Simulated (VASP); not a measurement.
Input for VASP

**POSCAR**
```
TiS2
11.40
  0.1495614035  -0.2590479825   0.0000000000
  0.1495614035   0.2590479825   0.0000000000
  0.0000000000   0.0000000000   0.5000000000
Ti S
1 2
Cart
  0.0000000000   0.0000000000   0.0000000000
  0.1495614035   0.0863495002   0.1250000000
  0.1495614035  -0.0863495002   0.3750000000
```

**INCAR**
```
! general
SYSTEM   =  TiS2
PREC     =  Accurate
ENCUT    =  400
LREAL    =  F
LASPH    =  T

! electronic loop
EDIFF    =  1E-6
NELM     =  100
ALGO     =  Normal
LMAXMIX  =  4

! smearing
ISMEAR   =  1
SIGMA    =  0.1

! functional
GGA      =  PE

! ions
ISIF     =  2

! output
LWAVE    =  F
LCHARG   =  F
```

File KPOINTS:
```
Automatic mesh
0
Gamma
9 9 5
0 0 0
```

POTCAR, in this order: Ti_sv S (PBE.64 set). Program: vasp_std.

**Question.** Write an equivalent input for Quantum ESPRESSO's pw.x.

**Answer.** One equivalent input (not run):
```
&CONTROL
  calculation = 'scf'
  pseudo_dir = './pseudo'
  outdir = './out'
  tprnfor = .true.
  tstress = .true.
/
&SYSTEM
  ibrav = 0
  nat = 3
  ntyp = 2
  ecutwfc = 84
  occupations = 'smearing'
  smearing = 'methfessel-paxton'
  degauss = 0.00735
  input_dft = 'pbe'
/
&ELECTRONS
  conv_thr = 7.3e-08
  electron_maxstep = 100
/
ATOMIC_SPECIES
  Ti 47.867 Ti.upf
  S 32.060 S.upf
CELL_PARAMETERS angstrom
     1.7050000   -2.9531470    0.0000000
     1.7050000    2.9531470    0.0000000
     0.0000000    0.0000000    5.7000000
ATOMIC_POSITIONS crystal
  Ti   0.0000000  0.0000000  0.0000000
  S    0.3333330  0.6666670  0.2500000
  S    0.6666670  0.3333330  0.7500000
K_POINTS automatic
  9 9 5 0 0 0
```
Limits of the translation: the potentials are each code's own (VASP's PAW set, PseudoDojo norm-conserving files in pw.x), so ENCUT and ecutwfc are chosen apart and not converted; conv_thr bounds pw.x's estimated SCF error, while EDIFF bounds the energy change between steps.

The compound is TiS2 in the 1T layered structure. The cell was not relaxed at this level.
